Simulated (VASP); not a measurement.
Calculation: PBE GGA, VASP's PBE PAW potentials (set 64) (plane waves; VASP).

Input for VASP

### INCAR
```
! general
SYSTEM =Pt3Ti
PREC   =Accurate
ENCUT  =400
LREAL  =F
LASPH  =T

! electronic loop
EDIFF  =1E-6
NELM   =100
ALGO   =Normal
LMAXMIX=6

! smearing
ISMEAR =1
SIGMA  =0.1

! functional
GGA    =PE

! ions
IBRION =2
NSW    =60
ISIF   =3
EDIFFG =-0.02

! output
LWAVE  =F
LCHARG =F
```

File KPOINTS:
```
Automatic
0
gamma
 7 7 7
0 0 0
```

File POSCAR:
```
Pt3Ti
1.0
  3.9452998469   0.0000000000   0.0000000000
  0.0000000000   3.9452998469   0.0000000000
  0.0000000000   0.0000000000   3.9452998469
Ti Pt
1 3
Cartesian
  0.0000000000   0.0000000000   0.0000000000
  0.0000000000   1.9726499234   1.9726499234
  1.9726499234   0.0000000000   1.9726499234
  1.9726499234   1.9726499234   0.0000000000
```

POTCAR, in this order: Ti_sv Pt (PBE.64 set). Program: vasp_std.

What VASP printed:

**OUTCAR**
```
 ion  position               nearest neighbor table
   1  0.000  0.000  0.000-   2 2.79   3 2.79   4 2.79   2 2.79   3 2.79   2 2.79   4 2.79   2 2.79
                             3 2.79   4 2.79   3 2.79   4 2.79
   2  0.000  0.500  0.500-   1 2.79   3 2.79   4 2.79   1 2.79   4 2.79   1 2.79   3 2.79   1 2.79
                             3 2.79   4 2.79   4 2.79   3 2.79
   3  0.500  0.000  0.500-   1 2.79   2 2.79   4 2.79   1 2.79   4 2.79   2 2.79   4 2.79   4 2.79
                             1 2.79   2 2.79   1 2.79   2 2.79
   4  0.500  0.500  0.000-   1 2.79   2 2.79   3 2.79   2 2.79   3 2.79   1 2.79   3 2.79   3 2.79
                             1 2.79   2 2.79   2 2.79   1 2.79
  LATTYP: Found a simple cubic cell.
 ALAT       =     3.9452998469
 Subroutine PRICEL returns:
 Original cell was already a primitive cell.
 Subroutine GETGRP returns: Found 48 space group operations
The static configuration has the point symmetry O_h .
The dynamic configuration has the point symmetry O_h .
 Subroutine INISYM returns: Found 48 space group operations
 Subroutine IBZKPT returns following result:
 Found     20 irreducible k-points:

 Following reciprocal coordinates:
            Coordinates               Weight
  0.000000  0.000000  0.000000      1.000000
  0.142857  0.000000  0.000000      6.000000
  0.285714  0.000000  0.000000      6.000000
  0.428571  0.000000  0.000000      6.000000
  0.142857  0.142857  0.000000     12.000000
  0.285714  0.142857  0.000000     24.000000
  0.428571  0.142857  0.000000     24.000000
  0.285714  0.285714  0.000000     12.000000
  0.428571  0.285714  0.000000     24.000000
  0.428571  0.428571  0.000000     12.000000
  0.142857  0.142857  0.142857      8.000000
  0.285714  0.142857  0.142857     24.000000
  0.428571  0.142857  0.142857     24.000000
  0.285714  0.285714  0.142857     24.000000
  0.428571  0.285714  0.142857     48.000000
  0.428571  0.428571  0.142857     24.000000
  0.285714  0.285714  0.285714      8.000000
  0.428571  0.285714  0.285714     24.000000
  0.428571  0.428571  0.285714     24.000000
  0.428571  0.428571  0.428571      8.000000
   k-points           NKPTS =     20   k-points in BZ     NKDIM =     20   number of bands    NBANDS=     25
   number of dos      NEDOS =    301   number of ions     NIONS =      4
   total plane-waves  NPLWV =  21952
   dimension x,y,z NGX =    28 NGY =   28 NGZ =   28
   dimension x,y,z NGXF=    56 NGYF=   56 NGZF=   56
   ions per type =               1   3
   PREC   = accura    normal or accurate (medium, high low for compatibility)
   ISTART =      0    job   : 0-new  1-cont  2-samecut
   ICHARG =      2    charge: 1-file 2-atom 10-const
   ISPIN  =      1    spin polarized calculation?
   LNONCOLLINEAR =      F non collinear calculations
   LSORBIT =      F    spin-orbit coupling
   INIWAV =      1    electr: 0-lowe 1-rand  2-diag
   ENCUT  =  400.0 eV  29.40 Ry    5.42 a.u.   6.43  6.43  6.43*2*pi/ulx,y,z
   NELM   =    100;   NELMIN=  2; NELMDL= -5     # of ELM steps
   EDIFF  = 0.1E-05   stopping-criterion for ELM
   LREAL  =      F    real-space projection
   NLSPLINE    = F    spline interpolate recip. space projectors
   LMAXMIX     =    6 max onsite mixed and CHGCAR
   VOSKOWN=      0    Vosko Wilk Nusair interpolation
   EDIFFG = -.2E-01   stopping-criterion for IOM
   NSW    =     60    number of steps for IOM
   NBLOCK =      1;   KBLOCK =     60    inner block; outer block
   IBRION =      2    ionic relax: 0-MD 1-quasi-New 2-CG
   NFREE  =      1    steps in history (QN), initial steepest desc. (CG)
   ISIF   =      3    stress and relaxation
   ISYM   =      2    0-nonsym 1-usesym 2-fastsym
   TEIN   =    0.0    initial temperature
   TEBEG  =    0.0;   TEEND  =   0.0 temperature during run
   SMASS  =  -3.00    Nose mass-parameter (am)
   PSTRESS=    0.0 pullay stress
   NELECT =      42.0000    total number of electrons
   EFERMI =   0.00;   METHOD = LEGACY
...
```

### OSZICAR
```
       N       E                     dE             d eps       ncg     rms          rms(c)
DAV:   1     0.331065010040E+03    0.33107E+03   -0.18178E+04  1000   0.150E+03
DAV:   2    -0.437157442648E+01   -0.33544E+03   -0.32832E+03  1080   0.401E+02
DAV:   3    -0.320816861042E+02   -0.27710E+02   -0.26709E+02  1559   0.988E+01
DAV:   4    -0.327522089612E+02   -0.67052E+00   -0.66726E+00  1175   0.162E+01
DAV:   5    -0.327737389922E+02   -0.21530E-01   -0.21495E-01  1467   0.278E+00    0.207E+01
DAV:   6    -0.310374989822E+02    0.17362E+01   -0.24017E+01  1399   0.335E+01    0.147E+01
DAV:   7    -0.304427128515E+02    0.59479E+00   -0.32518E+01  1482   0.337E+01    0.988E+00
DAV:   8    -0.296971011070E+02    0.74561E+00   -0.16381E+00  1410   0.973E+00    0.457E+00
DAV:   9    -0.295937027049E+02    0.10340E+00   -0.20681E+00  1502   0.766E+00    0.233E+00
DAV:  10    -0.295406012585E+02    0.53101E-01   -0.32640E-01  1412   0.384E+00    0.336E-01
DAV:  11    -0.295433365006E+02   -0.27352E-02   -0.68938E-03  1352   0.593E-01    0.514E-01
DAV:  12    -0.295410037692E+02    0.23327E-02   -0.16270E-02  1509   0.742E-01    0.106E-01
DAV:  13    -0.295409623990E+02    0.41370E-04   -0.23367E-04  1143   0.109E-01    0.574E-02
DAV:  14    -0.295409536303E+02    0.87687E-05   -0.25707E-05  1452   0.290E-02    0.418E-02
DAV:  15    -0.295409397361E+02    0.13894E-04   -0.76592E-05  1503   0.542E-02    0.444E-03
DAV:  16    -0.295409400414E+02   -0.30535E-06   -0.92475E-07   695   0.688E-03
   1 F= -.29540940E+02 E0= -.29540963E+02  d E =-.295409E+02
```

**OUTCAR**
```
------------------------ aborting loop because EDIFF is reached ----------------------------------------
  FORCE on cell =-STRESS in cart. coord.  units (eV):
  Direction    XX          YY          ZZ          XY          YZ          ZX
  --------------------------------------------------------------------------------------
  Total        0.0058143      0.0058143      0.0058143      0.0000000     -0.0000000      0.0000000
  in kB        0.1516946      0.1516946      0.1516946      0.0000000     -0.0000000      0.0000000
  external PRESSURE =       0.1516946 kB  Pullay stress =       0.0000000 kB
  volume of cell :       61.41
      direct lattice vectors                 reciprocal lattice vectors
     3.945299847  0.000000000  0.000000000     0.253466159  0.000000000  0.000000000
     0.000000000  3.945299847  0.000000000     0.000000000  0.253466159  0.000000000
     0.000000000  0.000000000  3.945299847     0.000000000  0.000000000  0.253466159
 POSITION                                       TOTAL-FORCE (eV/Angst)
 -----------------------------------------------------------------------------------
      0.00000      0.00000      0.00000         0.000000      0.000000      0.000000
      0.00000      1.97265      1.97265         0.000000      0.000000      0.000000
      1.97265      0.00000      1.97265         0.000000      0.000000      0.000000
      1.97265      1.97265      0.00000         0.000000      0.000000      0.000000
 -----------------------------------------------------------------------------------
    total drift:                                0.000000      0.000000      0.000000
  FREE ENERGIE OF THE ION-ELECTRON SYSTEM (eV)
  ---------------------------------------------------
  free  energy   TOTEN  =       -29.5409400414 eV

  energy  without entropy=      -29.5410091611  energy(sigma->0) =      -29.54096308

 reached required accuracy - stopping structural energy minimisation
```
(Selected blocks of OUTCAR.)

The compound is Pt3Ti in the L1_2 structure. It was relaxed first. The start is the result of an earlier pass.
